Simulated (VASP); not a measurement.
Band gaps of Ga$_{2}$Se$_{3}$ (space group Imm2) from VASP (PAW), without and with spin-orbit coupling. Semilocal levels are at their own relaxed cell, hybrids and mBJ at PBE's; 0.00 means no gap at that level.

The cell of the LDA run:

```xyz
5
Lattice="-1.8948 5.6829 2.7216 1.8948 -5.6829 2.7216 1.8948 5.6829 -2.7216" Properties=species:S:1:pos:R:3 pbc="T T T"
Ga     0.0000     7.5040     0.0531
Ga     0.0000     3.8618     0.0531
Se     0.0000     1.7506     1.2355
Se     1.8948     3.9323    -1.4861
Se     0.0000     5.6829     1.5052
```

```csv
level,gap without SOC (eV),gap with SOC (eV),shift (eV)
LDA,0.49,…,…
```

Question: What belongs in the gaps?

Answer: 
- LDA, gap with SOC (eV): 0.49
- LDA, shift (eV): +0.00

Only levels that ran to the end are used. Left out are those held back, those with too coarse a band path, GW runs whose mesh misses a band edge, hybrids' fits of cells that aren't cubic and levels without matching references; a question may draw on a part of the rest.

The structure comes from a computed database's Ga2Se3 entry (Imm2); how it stands against other phases isn't given here. It was relaxed first, which changed the volume by -7 %. Symmetry was kept, so distortions that lower it aren't found.
